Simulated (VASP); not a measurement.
SrZr2O3:

```xyz
6
Lattice="-2.4811 2.4811 4.2897 2.4811 -2.4811 4.2897 2.4811 2.4811 -4.2897" Properties=species:S:1:pos:R:3 pbc="T T T"
Sr    0.0000    0.0000    4.2897
Zr    0.0000    2.4811    0.0000
Zr    2.4811    0.0000    0.0000
O     0.0000    0.0000    6.2578
O     0.0000    0.0000    2.3216
O     0.0000    0.0000    0.0000
```

The cell was built by a generator and needn't be a form met in nature.

| Quantity | Value |
| --- | --- |
| Program | VASP 6.6.1 |
| Task | relaxation of cell and atoms |
| Functional | PBE |
| Potentials or basis | VASP PAW PBE potentials, release 64 (Sr_sv, Zr_sv, O) |
| Cutoff | 520 eV |
| k mesh | 4 × 4 × 4 |
| Occupations | gaussian, width 0.15 eV |
| Spin | no spin polarisation |

At the start: pressure 8.7 GPa; volume 17.60 Å³/atom.

Task: Where does the relaxation end?

Result: Over 6 steps the energy falls by 130.8 meV/atom and the volume is 18.71 Å³/atom (+6.3 %); space group I4/mmm (No. 139, to 0.05 Å).

Step by step:
```csv
step,energy change (eV),largest force (eV/Å),pressure (GPa),volume (Å³)
1,0.0000,3.2258,8.66,105.62
2,-0.3756,1.4300,-5.55,120.32
3,-0.7776,0.1523,-0.85,113.67
4,-0.7796,0.0958,-0.62,113.42
5,-0.7798,0.0540,-0.52,113.26
6,-0.7846,0.0777,0.09,112.28
```

Final structure:
```
CELL_PARAMETERS angstrom
-2.47453 2.47453 4.58417
2.47453 -2.47453 4.58417
2.47453 2.47453 -4.58417
ATOMIC_POSITIONS crystal
Sr 0.50000 0.50000 0.00000
Zr 0.50000 0.00000 0.50000
Zr 0.00000 0.50000 0.50000
O 0.73949 0.73949 0.00000
O 0.26051 0.26051 0.00000
O 0.00000 0.00000 0.00000
```

Caveat: the k mesh is coarse (spacing up to 0.45 Å⁻¹), so the values aren't converged.
